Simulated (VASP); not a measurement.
Output of a VASP run:

**OSZICAR**
```
       N       E                     dE             d eps       ncg     rms          rms(c)
DAV:   1     0.146461613557E+02    0.14646E+02   -0.41809E+03   760   0.904E+02
DAV:   2    -0.102481771595E+02   -0.24894E+02   -0.23904E+02  1208   0.113E+02
DAV:   3    -0.105376368396E+02   -0.28946E+00   -0.28946E+00   856   0.161E+01
DAV:   4    -0.105385332119E+02   -0.89637E-03   -0.89637E-03  1232   0.924E-01
DAV:   5    -0.105385335183E+02   -0.30642E-06   -0.30625E-06   848   0.150E-02    0.557E+00
DAV:   6    -0.100134760989E+02    0.52506E+00   -0.17735E+00   936   0.743E+00    0.299E+00
DAV:   7    -0.993280439201E+01    0.80672E-01   -0.22322E-01  1136   0.321E+00    0.138E+00
DAV:   8    -0.992451752446E+01    0.82869E-02   -0.71648E-02  1000   0.194E+00    0.405E-01
DAV:   9    -0.992485006036E+01   -0.33254E-03   -0.22181E-03   896   0.542E-01    0.556E-02
DAV:  10    -0.992483826869E+01    0.11792E-04   -0.91195E-05  1024   0.661E-02    0.277E-02
DAV:  11    -0.992484593811E+01   -0.76694E-05   -0.18932E-05   976   0.440E-02    0.612E-03
DAV:  12    -0.992484539291E+01    0.54521E-06   -0.31419E-06  1088   0.128E-02    0.107E-03
DAV:  13    -0.992484535078E+01    0.42124E-07   -0.13236E-07   552   0.310E-03
   1 F= -.99248454E+01 E0= -.99248454E+01  d E =-.435166E-17
```

OUTCAR:
```
------------------------ aborting loop because EDIFF is reached ----------------------------------------
  FORCE on cell =-STRESS in cart. coord.  units (eV):
  Direction    XX          YY          ZZ          XY          YZ          ZX
  --------------------------------------------------------------------------------------
  Total       -0.6467384     -0.6467384     -0.6467384      0.0000000      0.0000000     -0.0000000
  in kB      -41.3090444    -41.3090444    -41.3090444      0.0000000      0.0000000     -0.0000000
  external PRESSURE =     -41.3090444 kB  Pullay stress =       0.0000000 kB
  volume of cell :       25.08
      direct lattice vectors                 reciprocal lattice vectors
     0.000000000  2.323385990  2.323385990    -0.215203157  0.215203157  0.215203157
     2.323385990  0.000000000  2.323385990     0.215203157 -0.215203157  0.215203157
     2.323385990  2.323385990  0.000000000     0.215203157  0.215203157 -0.215203157
  FREE ENERGIE OF THE ION-ELECTRON SYSTEM (eV)
  ---------------------------------------------------
  free  energy   TOTEN  =        -9.9248453508 eV

  energy  without entropy=       -9.9248453508  energy(sigma->0) =       -9.92484535
```
(Selected blocks of OUTCAR.)

POSCAR:
```
BP
1
    0.0000000000     2.3233859899     2.3233859899
    2.3233859899     0.0000000000     2.3233859899
    2.3233859899     2.3233859899     0.0000000000
B P
1 1
Direct
  0.0000000000   0.0000000000   0.0000000000
  0.2500000000   0.2500000000   0.2500000000
```

### Question
Reconstruct the remaining input files.

### Answer
Several could match; the one computed here: the input of the run itself, vdW-DF2, plane waves, VASP's PBE PAW potentials (set 64).

KPOINTS:
```
Regular mesh
0
gamma
  10 10 10
0 0 0
```

### INCAR
```
ENCUT  =  520
ISMEAR  =  0   # Gaussian
AGGAC  =  0.0
LREAL  =  .FALSE.   # projection in real space or not
NELM  =  100   # most electronic steps
LCHARG  =  .FALSE.
LWAVE  =  .FALSE.
SIGMA  =  0.05   # width (eV)
SYSTEM  =  BP
ZAB_VDW  =  -1.8867
ISIF  =  2   # forces and stress, cell fixed
LASPH  =  .TRUE.   # aspherical one-centre terms
GGA  =  ML
LUSE_VDW  =  .TRUE.
EDIFF  =  1E-7   # SCF stop (eV)
PREC  =  Accurate
ALGO  =  Normal   # blocked Davidson
```

POTCAR, in this order: B P (PBE.64 set). Program: vasp_std.

The compound is BP in the zinc blende structure. This cell is one point of a volume scan, at 1.03 of the reference volume.
